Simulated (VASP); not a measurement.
Consider the following.

```
CELL_PARAMETERS angstrom
      0.00000     2.54123     2.54123
      2.54123     0.00000     2.54123
      2.54123     2.54123     0.00000
ATOMIC_POSITIONS crystal
  Pt 0.00000 0.00000 0.00000
  Al 0.50000 0.50000 0.50000
```

The numbers are results of PBEsol GGA, VASP's PBE PAW potentials (set 64) (plane waves; VASP), not measurements. Numerical set-up: 400 eV cut-off, Gaussian smearing of 0.050 eV, potentials Pt Al.

Task: Give the energies of bands 1 to 9 at the high-symmetry points, in eV from the Fermi level.

Result: 
```tsv
band	Γ	X	U	L	W
1	-10.00	-6.83	-6.21	-6.39	-6.04
2	-3.45	-4.56	-4.68	-5.04	-4.13
3	-3.45	-2.99	-3.75	-4.18	-4.13
4	-3.45	-2.75	-3.39	-4.18	-3.96
5	-3.34	-1.79	-2.01	-2.15	-1.79
6	-3.34	-1.79	-1.75	-2.15	-1.36
7	5.72	-0.73	-0.24	-1.10	0.28
8	5.72	1.60	0.62	6.79	0.28
9	5.72	1.60	3.31	6.79	1.79
```

It has no gap at this level: it comes out as a metal or semimetal.

The structure was generated: PtAl was put into the rock salt type (Fm-3m), which need not be its known phase. It was relaxed first, which changed the volume by -23 %. The electron count is odd and the run is not spin-polarised, which forces a metal.
